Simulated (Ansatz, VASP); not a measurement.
# Cross-check of Be (Beryllium) between VASP and Ansatz

Aim: how closely do two programs agree when they are given the same cell, functional and k mesh? Of the first pair: The structure shown is the end of the Ansatz relaxation below.

Calculated with Ansatz 0.2.0; plane waves, with VASP 6.6.1 beside it; single point at LDA and zone-centre phonons at LDA.

## 1. The starting structure

The structure is hexagonal, space group P6_3/mmc (No. 194). The conventional cell has a = 2.274 Å, b = 2.274 Å, c = 3.573 Å, α = 90.00°, β = 90.00°, γ = 120.00°. Nearest to Be lie 12 Be at 2.22 to 2.27 Å.

## 2. Ansatz: relaxation, LDA

Ansatz runs on its PAW soft_1 files.

This run makes the geometry at which the two programs are then compared.

input.yaml reads:

```yaml
crystal:
  lattice:
    - [2.2730535412, 0.0, 0.0]
    - [-1.1365267706, 1.9685221108, 0.0]
    - [0.0, 0.0, 3.5754219767]
  atoms:
    - { symbol: Be, position: [0.3333333333, 0.6666666667, 0.25] }
    - { symbol: Be, position: [0.6666666667, 0.3333333333, 0.75] }
kpoints:
  mp_grid: { grid: [24, 24, 12] }
hamiltonian:
  xc: lda
  pseudopotentials: { kind: paw, azcp: { folder: soft_1 }, xc_functional: pbe }
scf:
  occupations: { method: methfessel_paxton, width: 0.2 }
output:
  forces: true
  stress: true
  eigenvalues: true
relax:
  adjacent_minimum: "off"
  f_tol: 0.001
  max_steps: 60
  cell: { stress_tol: 0.01, fix: [volume] }
```

Launch:

```sh
> ansatz run input.yaml --threads 4 --pin off --max-ram 10240MiB --backend cpu --events-out ev --progress --plain --runs-dir out
```

Numbers of over 12 decimals in the logs are rounded to 6 here.

The program printed:

```text
Engine: ansatz 0.2.0, aarch64-unknown-linux-gnu
Pseudopotentials: kind: paw
Pseudopotential: Be, paw, valence charge 2, recommended cutoff 420 eV (normal), soft_1/Be.paw.azcp
Functional definition: SPW92
  exchange = slater_x
  correlation = pw_c
Crystal: 2 atoms, lattice volume = 15.998 Å³
Basis set: ecut = 420 eV, 311 PW (Γ)
Bands: 6, of which v1, the nominal top of the filled ones, is band 2 counted from 1 (1 counted from 0)
Symmetry: 24 space group operations
Space group: P63/mmc (ITA 194), of the structure as read, at distance tolerance 2.5e-5 Å
k-points: 427 of 6912
Non-local potential: Be, projectors of the file, l = 0: 2, l = 1: 2, l = 2: 1
PAW form: soft (Blöchl's): semilocal exchange-correlation on the pseudo side does not see the compensation charge
PAW frozen core: Be, regenerated for the run's functional, and the local potential with it (the file was generated under x = pbe(κ = 0.804, μ = 0.219515), c = pbe(β = 0.066725))
PAW one-centre angular grid: Be, 110 points (default); XC on 64 Gauss nodes
Initial density: superposition of atomic densities (chi_scale 0.1, normalization cell)
Initial wavefunctions: pseudopotential atomic-orbital guess
Functional: x = slater, c = lda
SCF iter   1: F=—  HF=-176.448337 eV  |F-HF|=—  |Δ(HF+E_count)|=         —  Δρ=1.45e-2  dr2=2.50e-2  ethr=3.10e-3  ⟨swp⟩=4.7  Hψ=21100  notcnv=0
preconditioner: auto → none  [metal: Δε(μ)=0.036 eV  Ē_g=12.683 eV  σ=0.200 eV  W_gap=0.15  n_scr=2 (ndim 8)  ℏωp=18.6 eV  f_vac=0.000  D(μ)=0.22/eV (n_scr^D=0)  sad-step TF]
SCF iter   2: F=—  HF=-176.448279 eV  |F-HF|=—  |Δ(HF+E_count)|=   5.79e-5  S|Δr|=    0.00e0  Δρ=8.89e-3  dr2=9.71e-3  ethr=6.24e-4  ⟨swp⟩=1.0  Hψ=5978  notcnv=0
SCF iter   3: F=—  HF=-176.447331 eV  |F-HF|=—  |Δ(HF+E_count)|=   9.48e-4  S|Δr|=    0.00e0  Δρ=4.70e-4  dr2=2.97e-5  ethr=2.43e-4  ⟨swp⟩=1.0  Hψ=2562  notcnv=0
SCF iter   4: F=—  HF=-176.447324 eV  |F-HF|=—  |Δ(HF+E_count)|=   7.47e-6  S|Δr|=    0.00e0  Δρ=1.98e-5  dr2=4.51e-8  ethr=2.50e-9  ⟨swp⟩=3.5  Hψ=10625  notcnv=0
SCF iter   5: F=-176.447324 eV  HF=-176.447324 eV  |F-HF|=4.32e-11  |Δ(HF+E_count)|=   5.20e-9  S|Δr|=    0.00e0  Δρ=1.59e-6  dr2=1.89e-10  ethr=1.13e-9  ⟨swp⟩=2.0  Hψ=7263  notcnv=0
SCF 1 converged in 5 iterations: F = -176.447324 eV  dr2 = 1.89e-10
  greatest PAW one-centre occupation: 0.351 electrons in one spin orbital (limit 2), on the Be atom at site 1 (counted from 0), in its partial waves of l = 0
relax step   1: F+E_penalty+E_count = -176.44732383 eV  Δ(F+E_penalty+E_count) = +0.000e0 eV  max|allowed force component| = 2.868e-16 eV/Å  Δτ_max = 0.0000 Å  P = -6.931 GPa  Ω = 15.998 Å³  fix = [volume]  reactions: volume -6.931 GPa  (5 SCF iters, dr2 threshold 1.00e-7 eV, accepted)
[...]
relax step   2: F+E_penalty+E_count = -176.44733480 eV  Δ(F+E_penalty+E_count) = -1.096e-5 eV  max|allowed force component| = 3.423e-16 eV/Å  Δτ_max = 0.0000 Å  P = -6.921 GPa  Ω = 15.998 Å³  energy of the carried Pulay correction = -1.174e-7 eV  fix = [volume]  reactions: volume -6.921 GPa  (2 SCF iters, dr2 threshold 1.22e-7 eV, accepted)
[...]
relax step   3: F+E_penalty+E_count = -176.44733496 eV  Δ(F+E_penalty+E_count) = -1.691e-7 eV  max|allowed force component| = 1.573e-16 eV/Å  Δτ_max = 0.0000 Å  P = -6.919 GPa  Ω = 15.998 Å³  energy of the carried Pulay correction = -1.353e-7 eV  fix = [volume]  reactions: volume -6.919 GPa  (3 SCF iters, dr2 threshold 2.12e-9 eV, accepted)
[...]
relax step   4: F+E_penalty+E_count = -176.44733517 eV  Δ(F+E_penalty+E_count) = -2.088e-7 eV  max|allowed force component| = 1.203e-16 eV/Å  Δτ_max = 0.0000 Å  P = -6.919 GPa  Ω = 15.998 Å³  fix = [volume]  reactions: volume -6.919 GPa  stress off target by 7.60e-4 GPa on what of the cell is left free  SCF on the basis re-selected at this cell (its energy is not comparable with the rows above)  (3 SCF iters)
basis re-selected at this cell: Δ(F+E_penalty+E_count) = -2.088e-7 eV, ΔP = -0.000 GPa vs the last step (what re-selecting the basis moved, of the pressure what is left beyond the Pulay correction that the steps carried, after the strain that the cell walked since its last selection, with what the two solves' SCF thresholds leave and, on support functions, any second-order correction that the steps lacked; it is no m [...]
SCF converged after 3 iterations
Stability not checked: this state was not tested for a lower state beside it, because cold or Methfessel-Paxton smearing, or corrected tetrahedra, fill the levels in a way that the test cannot read (fill_not_monotonic; see scf.lower_state_search)
Free energy (F): -176.447335 eV
Harris-Foulkes:  -176.447335 eV  (|F-HF|=2.84e-14)
Internal energy: -176.446875 eV  (E = F + TS)
E sigma→0 (E₀):  -176.447220 eV
Entropy (-TS):   -0.000461 eV (-0.230 meV/atom)
Fermi energy:    7.783788 eV
--- Per-component energies (eV) ---
  E_band       = 11.383642
  E_kinetic    = 42.768532
  E_local      = 5.518899  (includes V_loc(G=0)·N_el)
  E_nonlocal   = 7.862400
  E_hartree    = 0.073615
  E_xc         = -40.479289
  E_vxc        = -41.603684  (∫ρ·V_xc dr)
  E_paw        = -109.089650  (= ΣΔE_a)
  E_vpaw       = -3.309734  (= ΣTr[D̂ρ^β])
  E_aug_tail   = -0.000001  (compensation charges beyond the density's cutoff)
  E_ewald      = -83.161955
  E_core_change = 0.060574  (= ΣΔE_core)
  E_smearing   = -0.000461  (= −TS)
  E_closure    = 0.000000  (closes the sum)
  Σ components = -176.447335   (vs F -176.447335, Δ=0.00e0)
--- Forces (eV/Å), atoms counted from 1 ---
  atom   1  Be    -0.00000000    -0.00000000     0.00000000
  atom   2  Be     0.00000000     0.00000000     0.00000000
  max |Σ_I F_I| component: 3.70e-17 eV/Å
--- Stress (GPa, compression-positive) ---
       -6.919811       0.000000       0.000000
        0.000000      -6.919811       0.000000
        0.000000       0.000000      -6.918671
  P = ⅓ Tr σ = -6.9194 GPa (-69.194 kbar)
--- Band table (eV; the first three rows and the last of 427) ---
  k-point 0: bands = ["-3.3207", "3.4426", "9.0368", "23.3575", "23.3575", "26.1777"]
  k-point 1: bands = ["-3.2616", "3.0939", "9.5241", "23.4110", "23.4110", "26.1558"]
  k-point 2: bands = ["-3.0841", "2.2890", "10.7427", "23.5689", "23.5689", "26.0812"]
  k-point 426: bands = ["6.6733", "6.6733", "8.1848", "8.1848", "14.0922", "14.0922"]
--- Relaxed structure (3 steps of the walk, 3 accepted, 1 SCFs on fresh bases) ---
  F+E_penalty+E_count = -176.44733517 eV   max|allowed force component| = 1.203e-16 eV/Å   (the final SCF, on the basis selected at the relaxed cell)
  cell:  # Å, volume = 15.9984 Å³
    - [2.273832, 0.0, 0.0]
    - [-1.136916, 1.969197, 0]
    - [0.0, 0, 3.572973]
  atoms:
    - { symbol: Be, position: [0.333333, 0.666667, 0.25] }
    - { symbol: Be, position: [0.666667, 0.333333, 0.75] }
```

Reading the cycles: dr2 is the Hartree energy of the density residual (eV), the measure of convergence; HF is the Harris–Foulkes estimate of the energy, which meets the free energy F at convergence.

## 3. VASP: single point, LDA

The same cell, functional (in two slightly different forms), mesh and smearing now go to VASP, with its own data sets.

Lines of VASP's logs that name or quote its potential files are left out, and so is its time.

INCAR reads:

```
SYSTEM = Be
PREC = Accurate
ENCUT = 600
EDIFF = 1E-06
NELM = 120
ISMEAR = 1
SIGMA = 0.2
LREAL = .FALSE.
ALGO = Normal
GGA = PW92
NBANDS = 8
LORBIT = 11
LWAVE = .FALSE.
LCHARG = .FALSE.
ISIF = 2
LASPH = .TRUE.
GGA_COMPAT = .FALSE.
KPAR = 2
```

POSCAR reads:

```
Be
1.0
    2.2738323046      0.0000000000      0.0000000000
   -1.1369161523      1.9691965397      0.0000000000
    0.0000000000      0.0000000000      3.5729733079
Be
2
Direct
    0.3333333334      0.6666666668      0.2500000000
    0.6666666668      0.3333333334      0.7500000000
```

KPOINTS reads:

```
Automatic mesh
0
Gamma
24 24 12
0 0 0
```

Potentials, in the order of the species: Be (LDA family, release 64).

Launch:

```sh
> mpirun -np 2 vasp_std
```

The program printed:

```text
[banner, memory and clock lines left out]
running    2 mpi-ranks, on    1 nodes
 distrk:  each k-point on    1 cores,    2 groups
 distr:  one band on    1 cores,    1 groups

 POSCAR found type information on POSCAR Be
 POSCAR found :  1 types and       2 ions
|                                                                             |
|               ----> ADVICE to this user running VASP <----                  |
|                                                                             |
|     You enforced a specific xc type in the INCAR file but a different       |
|     [... a line on the potential file left out ...]
|     I HOPE YOU KNOW WHAT YOU ARE DOING!                                     |
|                                                                             |

 LDA part: xc-table for (Slater(with rela. corr.)+PW92), standard interpolation
 POSCAR, INCAR and KPOINTS ok, starting setup
 FFT: planning ... GRIDC
 FFT: planning ... GRID_SOFT
 FFT: planning ... GRID
 WAVECAR not read
 entering main loop
       N       E                     dE             d eps       ncg     rms          rms(c)
DAV:   1    -0.450964357196E+01   -0.45096E+01   -0.19185E+03  6912   0.457E+02
DAV:   2    -0.842659687626E+01   -0.39170E+01   -0.38158E+01 10984   0.438E+01
DAV:   3    -0.843995911059E+01   -0.13362E-01   -0.13351E-01  7136   0.263E+00
DAV:   4    -0.843996293751E+01   -0.38269E-05   -0.38263E-05  9928   0.496E-02
DAV:   5    -0.843996293731E+01    0.20002E-09   -0.18074E-09  7136   0.207E-04    0.121E+00
DAV:   6    -0.840785013635E+01    0.32113E-01   -0.22916E-03  8840   0.325E-01    0.729E-01
DAV:   7    -0.839279235503E+01    0.15058E-01   -0.39401E-03  9568   0.414E-01    0.176E-02
DAV:   8    -0.839278469336E+01    0.76617E-05   -0.73230E-06  7152   0.269E-02    0.491E-03
DAV:   9    -0.839278383478E+01    0.85858E-06   -0.46895E-07  7784   0.593E-03
   1 F= -.83927838E+01 E0= -.83926304E+01  d E =-.460315E-03
```

Parts of OUTCAR (step 3):

```text
ion  position               nearest neighbor table
   1  0.333  0.667  0.250-   2 2.22   2 2.22   2 2.22   2 2.22   2 2.22   2 2.22
   2  0.667  0.333  0.750-   1 2.22   1 2.22   1 2.22   1 2.22   1 2.22   1 2.22

  LATTYP: Found a hexagonal cell.
 ALAT       =     2.2738323046
 C/A-ratio  =     1.5713442459

 Subroutine GETGRP returns: Found 24 space group operations
 (whereof 12 operations were pure point group operations)

The static configuration has the point symmetry D_3d.
 The point group associated with its full space group is D_6h.

 Found    427 irreducible k-points:

   k-points           NKPTS =    427   k-points in BZ     NKDIM =    427   number of bands    NBANDS=      8

   dimension x,y,z NGX =    18 NGY =   18 NGZ =   30
   dimension x,y,z NGXF=    36 NGYF=   36 NGZF=   60

   ENCUT  =  600.0 eV  44.10 Ry    6.64 a.u.   4.54  4.54  7.14*2*pi/ulx,y,z

   NELECT =       4.0000    total number of electrons

 k-points in reciprocal lattice and weights: Automatic mesh
   0.00000000  0.00000000  0.00000000       0.000
   0.04166667  0.00000000  0.00000000       0.001
   0.08333333  0.00000000  0.00000000       0.001
   0.12500000 -0.00000000  0.00000000       0.001
   0.16666667 -0.00000000  0.00000000       0.001
   0.20833333 -0.00000000  0.00000000       0.001
   0.25000000 -0.00000000  0.00000000       0.001
   0.29166667  0.00000000  0.00000000       0.001
   0.33333333 -0.00000000  0.00000000       0.001
[...]
0.33333333  0.29166667  0.50000000       0.002
   0.33333333  0.33333333  0.50000000       0.000

 average (electrostatic) potential at core
       1 -30.3287       2 -30.3287

 E-fermi :   6.6494

 k-point     1 :       0.0000    0.0000    0.0000
  band No.  band energies     occupation
      1      -4.4538      2.00000
      2       2.3076      2.00000
      3       7.9065     -0.00000
      4      22.2277      0.00000
      5      22.2277      0.00000
      6      25.0469      0.00000
      7      25.0469      0.00000
    ...

 k-point     2 :       0.0417    0.0000    0.0000
  band No.  band energies     occupation
      1      -4.4050      2.00000
      2       2.3722      2.00000
      3       7.9193     -0.00000
      4      21.8300      0.00000
      5      21.9122      0.00000
      6      25.0540      0.00000
      7      25.2162      0.00000
    ...

 k-point     3 :       0.0833    0.0000    0.0000
  band No.  band energies     occupation
      1      -4.2585      2.00000
      2       2.5659      2.00000
      3       7.9561     -0.00000
      4      20.7741      0.00000
      5      21.1908      0.00000
      6      25.0448      0.00000
      7      25.4842      0.00000
    ...

  Total       -0.6573297     -0.6573297     -0.6568689      0.0000000      0.0000000      0.0000000
  in kB      -65.8288931    -65.8288931    -65.7827521      0.0000000      0.0000000      0.0000000
  external PRESSURE =     -65.8135128 kB  Pullay stress =       0.0000000 kB

  energy-cutoff  :      600.00
  volume of cell :       16.00
      direct lattice vectors                 reciprocal lattice vectors
     2.273832305  0.000000000  0.000000000     0.439786170  0.253910664  0.000000000
    -1.136916152  1.969196540  0.000000000     0.000000000  0.507821327  0.000000000
     0.000000000  0.000000000  3.572973308     0.000000000  0.000000000  0.279878945

 POSITION                                       TOTAL-FORCE (eV/Angst)
 -----------------------------------------------------------------------------------
      0.00000      1.31280      0.89324         0.000000      0.000000      0.000000
      1.13692      0.65640      2.67973        -0.000000     -0.000000      0.000000
 -----------------------------------------------------------------------------------
    total drift:                               -0.000000     -0.000000     -0.000000

  FREE ENERGIE OF THE ION-ELECTRON SYSTEM (eV)
  ---------------------------------------------------
  free  energy   TOTEN  =        -8.3927838348 eV

  energy  without entropy=       -8.3923235199  energy(sigma->0) =       -8.39263040

 total charge
# of ion       s       p       d       tot
------------------------------------------
    1        0.399   0.761   0.000   1.159
    2        0.399   0.761   0.000   1.159
--------------------------------------------------
tot          0.797   1.521   0.000   2.318

[... 3 further parts left out ...]
```

The run ends at a pressure of -6.58 GPa.

## 4. Differences

Known differences besides the potentials themselves: the cutoff is 420 eV in Ansatz and 600 eV in VASP; VASP's log shows a relativistic correction to its local exchange, Ansatz's none; Ansatz's pressure holds a Pulay correction, VASP's none. Total energies have different zeros and are not compared.

Compared:

| quantity | Ansatz | VASP | difference |
| --- | --- | --- | --- |
| pressure (GPa) | -6.92 | -6.58 | -0.34 |

## 5. VASP: zone-centre phonons, LDA, pair 2

Second derivatives magnify differences that forces hide, and they need a tight electronic threshold. The cell compared in this pair holds 13.58 Å³, against 16.00 Å³ for the pair before.

Changes to INCAR since step 3:

```diff
@@ -3,3 +3,3 @@
 ENCUT = 600
-EDIFF = 1E-06
+EDIFF = 1E-08
 NELM = 120
@@ -15,2 +15,3 @@
 ISIF = 2
+IBRION = 8
 LASPH = .TRUE.
```

POSCAR reads:

```
Be
1.0
    2.1474665989      0.0000000000      0.0000000000
   -1.0737332995      1.8597606284      0.0000000000
    0.0000000000      0.0000000000      3.4011864890
Be
2
Direct
    0.3333333334      0.6666666668      0.2500000000
    0.6666666668      0.3333333334      0.7500000000
```

KPOINTS is that of step 3.

Launch:

```sh
> mpirun -np 2 vasp_std
```

The program printed:

```text
[banner, memory and clock lines left out]
running    2 mpi-ranks, on    1 nodes
[...]
[... a notice as in an earlier step ...]

 LDA part: xc-table for (Slater(with rela. corr.)+PW92), standard interpolation
 POSCAR, INCAR and KPOINTS ok, starting setup
[...]
entering main loop
       N       E                     dE             d eps       ncg     rms          rms(c)
DAV:   1    -0.411835653594E+01   -0.41184E+01   -0.20514E+03  6976   0.470E+02
DAV:   2    -0.840420779822E+01   -0.42859E+01   -0.42162E+01 10752   0.484E+01
DAV:   3    -0.841612359168E+01   -0.11916E-01   -0.11865E-01  7160   0.259E+00
DAV:   4    -0.841612635663E+01   -0.27649E-05   -0.27645E-05  9800   0.430E-02
[...]
DAV:   8    -0.833489537950E+01    0.11914E-04   -0.92770E-06  7296   0.300E-02    0.670E-03
DAV:   9    -0.833489387748E+01    0.15020E-05   -0.78592E-07  9296   0.763E-03    0.643E-04
DAV:  10    -0.833489387066E+01    0.68259E-08   -0.12860E-09  6560   0.360E-04
   1 F= -.83348939E+01 E0= -.83347793E+01  d E =-.343577E-03
[...]
RMM:   7    -0.788379828458E-02    0.49159E-08    0.93201E-11 50220   0.291E-06    0.180E-06
 first order change of Fermi-energy   0.17565E-05
 force on displaced ion       1 direction 1 :  -4.456   0.001   0.000
 Linear response progress:
  Degree of freedom:   2/  2
       N       E                     dE             d eps       ncg     rms          rms(c)
RMM:   1    -0.227762009590E-01   -0.22776E-01    0.25499E-03 24360   0.732E-01
RMM:   2    -0.181988380451E-01    0.45774E-02   -0.32948E-03 16107   0.836E-02    0.130E-01
RMM:   3    -0.168916001142E-01    0.13072E-02    0.81903E-04 15965   0.108E-01    0.484E-02
RMM:   4    -0.171187365957E-01   -0.22714E-03    0.24848E-04 16319   0.615E-02    0.441E-03
RMM:   5    -0.171640850296E-01   -0.45348E-04   -0.25217E-05 17029   0.349E-03    0.847E-04
RMM:   6    -0.171634545352E-01    0.63049E-06   -0.43487E-06 16832   0.620E-04    0.703E-05
RMM:   7    -0.171629661738E-01    0.48836E-06   -0.60400E-07 17425   0.271E-05    0.145E-05
RMM:   8    -0.171629183797E-01    0.47794E-07   -0.55592E-08 17418   0.688E-06    0.836E-07
RMM:   9    -0.171629131104E-01    0.52692E-08   -0.93342E-09 12253   0.492E-07    0.218E-07
 first order change of Fermi-energy   0.66671E-05
 force on displaced ion       1 direction 3 :  -0.000   0.000 -11.199
 Linear response finished
```

OUTCAR, selected parts (step 5):

```text
  Total        1.4396963      1.4396963      1.4390129     -0.0000000      0.0000000      0.0000000
  in kB      169.8116743    169.8116743    169.7310758     -0.0000000      0.0000000      0.0000000
  external PRESSURE =     169.7848081 kB  Pullay stress =       0.0000000 kB

 POSITION                                       TOTAL-FORCE (eV/Angst)
 -----------------------------------------------------------------------------------
     -0.00000      1.23984      0.85030         0.000000     -0.000000      0.000000
      1.07373      0.61992      2.55089        -0.000000      0.000000      0.000000
 -----------------------------------------------------------------------------------
    total drift:                                0.000000      0.000000     -0.000000

[... 1 part as in an earlier step ...]

[... 1 further part left out ...]
```

## 6. Ansatz: zone-centre phonons, LDA, pair 2

The same cell, functional (in two slightly different forms), mesh and smearing now go to Ansatz, which takes its cutoff from its data sets.

The cell is taken from a series of runs on this material, whose earlier steps may have relaxed, scaled, displaced or heated it; both programs get it as it stands.

input.yaml, the sections that differ from step 2:

```yaml
crystal:
  lattice:
    - [2.1474665989, 0.0, 0.0]
    - [-1.0737332995, 1.8597606284, 0.0]
    - [0.0, 0.0, 3.401186489]
  atoms:
    - { symbol: Be, position: [0.3333333333, 0.6666666667, 0.25] }
    - { symbol: Be, position: [0.6666666667, 0.3333333333, 0.75] }
output:
  eigenvalues: true
phonons:
  method: dfpt
# kpoints, hamiltonian, scf: as in step 2
# relax: removed
```

Launch:

```sh
> ansatz run input.yaml --threads 4 --pin off --max-ram 10240MiB --backend cpu --events-out ev --progress --plain --runs-dir out
```

The program printed:

```text
zone centre: on kpoints.mp_grid the ground state, and the responses unless they are solved on pairs of k-points, stand on 1099 of the mesh's 6912 k-points, reduced under 4 symmetry operations, with k and −k counted as one. Each operation leaves every solved displacement unchanged or reverses it
[...]
Crystal: 2 atoms, lattice volume = 13.584 Å³
[...]
k mesh reduced under 4 symmetry operations, with k and −k counted as one. Each operation leaves every solved displacement unchanged or reverses it
  ASR residual: 4.339e-5 → 0.000e0 eV/Å²; symmetrization residual: 2.205e-11 eV/Å²
  ASR residual per site (eV/Å²): 4.34e-5 4.34e-5
  Γ frequencies (cm⁻¹): 0.00 0.00 0.00 517.93 517.93 818.93
  non-analytic LO–TO correction: not included (Born effective charges unavailable; polar crystals: no LO–TO splitting at Γ)
[key lines of the parts left out:]
SCF converged after 6 iterations
Free energy (F): -176.395905 eV
Fermi energy:    9.371015 eV
```

(Part 1 of 2 ends here.)

[Lines on the potential files, build, host, timing and source positions are cut from VASP's logs without a mark.]

[Logs are printed without paths, hosts, clocks, repeated set-up lines and the standing remarks that a program may print on its own settings, such as how far it seeks lower states.]

[Hosts, paths, dates, database ids (printed as entryN), source tags and the programs' standing remarks are cut or masked in the printed files.]
